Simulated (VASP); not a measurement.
Method: PBEsol GGA, VASP's PBE PAW potentials (set 64) (plane waves; VASP).

Input for VASP

POSCAR:
```
Ni
1
    0.0000000000     1.7307040229     1.7307040229
    1.7307040229    -0.0000000000     1.7307040229
    1.7307040229     1.7307040229    -0.0000000000
Ni
1
Direct
  0.0000000000   0.0000000000   0.0000000000
```

**KPOINTS**
```
Automatic mesh
0
Gamma
16 16 16
0 0 0
```

### INCAR
```
SYSTEM = Ni
PREC = Accurate
ENCUT = 480
EDIFF = 1E-6
NELM = 100
ALGO = Normal
LREAL = .FALSE.
LASPH = .TRUE.
ISMEAR = 1
SIGMA = 0.1
GGA = PS
LMAXMIX = 4
ISPIN = 2
MAGMOM = 0.6
LORBIT = 10
LWAVE = .FALSE.
LCHARG = .FALSE.
IBRION = 2
ISIF = 3
NSW = 60
EDIFFG = -0.01
```

POTCAR, in this order: Ni (PBE.64 set). Program: vasp_std.

The resulting files:

**OSZICAR**
```
       N       E                     dE             d eps       ncg     rms          rms(c)
DAV:   1     0.203234364767E+02    0.20323E+02   -0.45999E+03  5364   0.136E+03
DAV:   2    -0.696116424417E+01   -0.27285E+02   -0.26263E+02  5284   0.161E+02
DAV:   3    -0.734212874428E+01   -0.38096E+00   -0.38042E+00  6006   0.253E+01
DAV:   4    -0.734574463382E+01   -0.36159E-02   -0.36155E-02  5942   0.217E+00
DAV:   5    -0.734583582058E+01   -0.91187E-04   -0.91186E-04  6005   0.299E-01    0.111E+01
DAV:   6    -0.648908309047E+01    0.85675E+00   -0.18636E+01  5452   0.711E+01    0.578E+00
DAV:   7    -0.615845857422E+01    0.33062E+00   -0.28463E+00  5508   0.262E+01    0.199E+00
DAV:   8    -0.613980940745E+01    0.18649E-01   -0.23368E-02  7549   0.175E+00    0.953E-01
DAV:   9    -0.613715701581E+01    0.26524E-02   -0.15310E-03  7654   0.361E-01    0.274E-01
DAV:  10    -0.613645413757E+01    0.70288E-03   -0.65518E-04  7333   0.204E-01    0.315E-02
DAV:  11    -0.613645067406E+01    0.34635E-05   -0.18495E-05  6627   0.539E-02    0.282E-02
DAV:  12    -0.613645215403E+01   -0.14800E-05   -0.18961E-06  2990   0.152E-02    0.667E-03
DAV:  13    -0.613645234529E+01   -0.19125E-06   -0.52877E-07  2688   0.870E-03
   1 F= -.61364523E+01 E0= -.61365282E+01  d E =-.613645E+01  mag=     0.5859
       N       E                     dE             d eps       ncg     rms          rms(c)
DAV:   1    -0.613685072691E+01   -0.39857E-03   -0.66528E-03  5445   0.141E+00    0.168E-01
DAV:   2    -0.613657037855E+01    0.28035E-03   -0.59025E-03  5467   0.118E+00    0.831E-02
DAV:   3    -0.613645883595E+01    0.11154E-03   -0.83806E-04  5431   0.469E-01    0.268E-02
DAV:   4    -0.613645079062E+01    0.80453E-05   -0.54607E-06  5692   0.203E-02    0.152E-02
DAV:   5    -0.613644959134E+01    0.11993E-05   -0.22648E-06  2934   0.121E-02    0.278E-03
DAV:   6    -0.613644951347E+01    0.77866E-07   -0.13004E-07  2642   0.435E-03
   2 F= -.61364495E+01 E0= -.61365232E+01  d E =0.283182E-05  mag=     0.5856
       N       E                     dE             d eps       ncg     rms          rms(c)
DAV:   1    -0.613658476875E+01   -0.13518E-03   -0.21133E-03  5417   0.794E-01    0.952E-02
DAV:   2    -0.613649388006E+01    0.90889E-04   -0.18917E-03  5451   0.668E-01    0.472E-02
DAV:   3    -0.613645814490E+01    0.35735E-04   -0.26994E-04  5409   0.266E-01    0.152E-02
DAV:   4    -0.613645543776E+01    0.27071E-05   -0.17486E-06  4905   0.116E-02    0.865E-03
DAV:   5    -0.613645505176E+01    0.38600E-06   -0.74316E-07  2652   0.688E-03
   3 F= -.61364551E+01 E0= -.61365300E+01  d E =-.270647E-05  mag=     0.5857
```

OUTCAR:
```
------------------------ aborting loop because EDIFF is reached ----------------------------------------
  FORCE on cell =-STRESS in cart. coord.  units (eV):
  Direction    XX          YY          ZZ          XY          YZ          ZX
  --------------------------------------------------------------------------------------
  Total        0.0026273      0.0026273      0.0026273      0.0000000      0.0000000      0.0000000
  in kB        0.4062649      0.4062649      0.4062649      0.0000000      0.0000000      0.0000000
  external PRESSURE =       0.4062649 kB  Pullay stress =       0.0000000 kB
  volume of cell :       10.36
      direct lattice vectors                 reciprocal lattice vectors
     0.000000000  1.730322390  1.730322390    -0.288963492  0.288963492  0.288963492
     1.730322390 -0.000000000  1.730322390     0.288963492 -0.288963492  0.288963492
     1.730322390  1.730322390 -0.000000000     0.288963492  0.288963492 -0.288963492
 POSITION                                       TOTAL-FORCE (eV/Angst)
 -----------------------------------------------------------------------------------
      0.00000      0.00000      0.00000        -0.000000     -0.000000      0.000000
 -----------------------------------------------------------------------------------
    total drift:                                0.000000      0.000000     -0.000000
  FREE ENERGIE OF THE ION-ELECTRON SYSTEM (eV)
  ---------------------------------------------------
  free  energy   TOTEN  =        -6.1364550518 eV

  energy  without entropy=       -6.1366798890  energy(sigma->0) =       -6.13653000

 total charge

# of ion       s       p       d       tot
------------------------------------------
    1        0.521   0.548   8.337   9.405

 magnetization (x)

# of ion       s       p       d       tot
------------------------------------------
    1       -0.007  -0.024   0.622   0.591

 reached required accuracy - stopping structural energy minimisation
```
(Selected blocks of OUTCAR.)

### CONTCAR
```
Ni
   1.00000000000000
     0.0000000000000000    1.7303223897817885    1.7303223897817885
     1.7303223897817885   -0.0000000000000000    1.7303223897817885
     1.7303223897817885    1.7303223897817885   -0.0000000000000000
  Ni
     1
Direct
     0.0000000000000000    0.0000000000000000    0.0000000000000000
```

OUTCAR:
```
 val. band max:        9.9029443186   @ k =  -0.3750   0.2500   0.0625

 cond. band min:       9.9089377114   @ k =   0.3750   0.1875   0.0000


 Fermi energy:         9.9051534687

 spin component 1

 k-point     1 :       0.0000    0.0000    0.0000
  band No.  band energies     occupation
      1       0.4907      1.00000
      2       7.3632      1.00000
      3       7.3632      1.00000
      4       7.3632      1.00000
      5       8.6202      1.00000
      6       8.6202      1.00000
      7      34.0047      0.00000
      8      38.2327      0.00000
      9      38.2327      0.00000

 k-point     2 :       0.0625    0.0000    0.0000
  band No.  band energies     occupation
      1       0.6493      1.00000
      2       7.3200      1.00000
      3       7.3999      1.00000
      4       7.3999      1.00000
      5       8.6043      1.00000
      6       8.6043      1.00000
      7      33.5397      0.00000
      8      36.3779      0.00000
      9      37.8852      0.00000

 k-point     3 :       0.1250    0.0000    0.0000
  band No.  band energies     occupation
      1       1.1157      1.00000
      2       7.2063      1.00000
      3       7.4925      1.00000
      4       7.4925      1.00000
      5       8.5738      1.00000
      6       8.5738      1.00000
      7      31.2480      0.00000
      8      35.1633      0.00000
      9      37.2314      0.00000

 k-point     4 :       0.1875    0.0000    0.0000
  band No.  band energies     occupation
      1       1.8571      1.00000
      2       7.0710      1.00000
      3       7.5844      1.00000
      4       7.5844      1.00000
      5       8.5826      1.00000
      6       8.5826      1.00000
      7      28.0244      0.00000
      8      34.7002      0.00000
      9      36.6141      0.00000

 k-point     5 :       0.2500    0.0000    0.0000
  band No.  band energies     occupation
      1       2.7954      1.00000
...
```

The compound is Ni in the fcc structure. This run relaxes it. Symmetry was kept, so distortions that lower it aren't found. The start is the result of an earlier pass.
